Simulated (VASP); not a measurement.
## Nb$_{3}$VN$_{4}$ (ordered alloy cell): computed properties

The numbers are results of PBEsol GGA, VASP's PBE PAW potentials (set 64) (plane waves; VASP 6.6.1), not measurements.

For Nb3VN4, the space group comes out as R-3m (166) and the cell is a = b = 3.048 Å, c = 29.831 Å, α = β = 90.00°, γ = 120.00°. The volume per atom comes out as 10.00 Å³/atom. The band gap (over mesh and band path) is none (metal, semimetal or under 0.01 eV) and the density is 8.01 g/cm³.

```cif
data_N4Nb3V
_chemical_formula_sum 'V1 N4 Nb3'
_space_group_name_H-M_alt 'P 1'
_space_group_IT_number 1
_cell_length_a 3.04788
_cell_length_b 3.04788
_cell_length_c 12.18287
_cell_angle_alpha 59.976
_cell_angle_beta 59.976
_cell_angle_gamma 60.000
loop_
_space_group_symop_operation_xyz
  'x, y, z'
loop_
_atom_site_label
_atom_site_type_symbol
_atom_site_fract_x
_atom_site_fract_y
_atom_site_fract_z
_atom_site_occupancy
V1 V 0.00000 0.00000 0.00000 1
N1 N 0.51737 0.51737 0.11197 1
N2 N 0.50685 0.50685 0.36986 1
N3 N 0.49315 0.49315 0.63014 1
N4 N 0.48263 0.48263 0.88803 1
Nb1 Nb 0.01187 0.01187 0.24109 1
Nb2 Nb 0.00000 0.00000 0.50000 1
Nb3 Nb 0.98813 0.98813 0.75891 1
```

The structure was generated: Nb3VN4 was put into an ordered model structure (R-3m), which need not be its known phase. It was relaxed first. Symmetry was kept, so distortions that lower it aren't found. The run is not spin-polarised, so no magnetic state was tried.
